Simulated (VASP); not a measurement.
A run of VASP 6.6.1 is set up as follows.

File INCAR:

```
PREC = Accurate
ENCUT = 600
EDIFF = 1E-6
ISMEAR = 0
SIGMA = 0.1
LREAL = False
LASPH = True
NELM = 100
ALGO = Fast
ISIF = 3
LWAVE = False
LCHARG = False
GGA = PS
IBRION = 2
NSW = 70
EDIFFG = -0.005
```

File KPOINTS:

```
regular mesh
0
Gamma
  14 14 14
```

Contents of POSCAR:

```
ScIr
1.0
    3.2285633939      0.0000000000      0.0000000000
    0.0000000000      3.2285633939      0.0000000000
    0.0000000000      0.0000000000      3.2285633939
Sc Ir
1 1
Direct
    0.5000000000      0.5000000000      0.5000000000
    0.0000000000      0.0000000000      0.0000000000
```

Potentials or basis: VASP PAW PBE potentials, release 64 (Sc_sv, Ir).

Launch:

```bash
$ cat potpaw_PBE.64/Sc_sv/POTCAR potpaw_PBE.64/Ir/POTCAR > POTCAR
$ mpirun -np 1 vasp_std > vasp.out
```

Task: Predict the relaxed volume.

Result: 16.25 Å³/atom.

Task: What does it give for the space group after relaxing (to 0.05 Å)?

Result: Pm-3m (No. 221).

Step by step:
| step | energy change (eV) | largest force (eV/Å) | pressure (GPa) | volume (Å³) |
| --- | --- | --- | --- | --- |
| 1 | 0.0000 | 0.0000 | -5.95 | 33.65 |
| 2 | 0.0421 | 0.0000 | 11.90 | 30.70 |
| 3 | -0.0217 | 0.0000 | -0.17 | 32.53 |
| 4 | -0.0217 | 0.0000 | 0.03 | 32.50 |

Caveat: the PAW data sets were made with another functional, which shifts forces and pressure a little. The run has no spin-orbit coupling, so splittings on Ir are missing.
